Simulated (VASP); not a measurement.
```
CELL_PARAMETERS angstrom
      0.00000     3.00174     3.00174
      3.00174     0.00000     3.00174
      3.00174     3.00174     0.00000
ATOMIC_POSITIONS crystal
  Sr 0.00000 0.00000 0.00000
```

Calculation: vdW-DF2, VASP's PBE PAW potentials (set 64) (plane waves; VASP 6.6.1). Settings: 520 eV cut-off, 8×8×8 Γ-centred mesh, Gaussian smearing of 0.050 eV, potentials Sr_sv.

**Question.** The job: Sr (fcc), 1 atom, vdW-DF2, static run, 520 eV, 8×8×8 Γ-centred mesh. Roughly how much core time does it take on a busy server core?

**Answer.** About 30 core-seconds (one run on a shared machine, a rough figure). It had 29 irreducible k-points, 9 bands, up to 1475 plane waves and 15 electronic steps.

The compound is Sr in the fcc structure. It was relaxed first.
